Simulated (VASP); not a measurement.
The system is Bi.

```
Bi
1.0
     2.26750    1.30914    3.93800
    -2.26750    1.30914    3.93800
     0.00000   -2.61828    3.93800
Bi
2
Direct
  0.23400 0.23400 0.23400
  0.76600 0.76600 0.76600
```

```yaml
Program: VASP 6.6.1
Task: relaxation of cell and atoms
Functional: LDA
Potentials_or_basis: VASP PAW LDA potentials, release 64 (Bi_d)
Cutoff: 600 eV
k_mesh: 12 × 12 × 10
Occupations: methfessel-paxton, width 0.1 eV
Spin: no spin polarisation
```

At the start: pressure -1.3 GPa; volume 35.07 Å³/atom.

Q: Where does the relaxation end?

A: Over 10 steps the energy falls by 8.3 meV/atom and the volume is 33.58 Å³/atom (-4.3 %); space group R-3m (No. 166, to 0.05 Å).

The path:
```tsv
step	energy change (eV)	largest force (eV/Å)	pressure (GPa)	volume (Å³)
1	0.0000	0.0902	-1.33	70.14
2	-0.0073	0.2524	0.78	67.22
3	-0.0091	0.2044	0.08	68.09
4	-0.0124	0.1379	0.07	67.83
5	-0.0155	0.0122	0.06	67.30
6	-0.0155	0.0032	0.02	67.23
7	-0.0162	0.0006	0.00	67.24
8	-0.0165	0.0002	-0.09	67.26
9	-0.0164	0.0155	0.16	66.95
10	-0.0165	0.0069	-0.01	67.15
```

Final structure:
```xyz
2
Lattice="2.2491 1.2985 3.8324 -2.2491 1.2985 3.8324 0.0000 -2.5970 3.8324" Properties=species:S:1:pos:R:3 pbc="T T T"
Bi    0.0000    0.0000    2.7296
Bi    0.0000    0.0000    8.7675
```
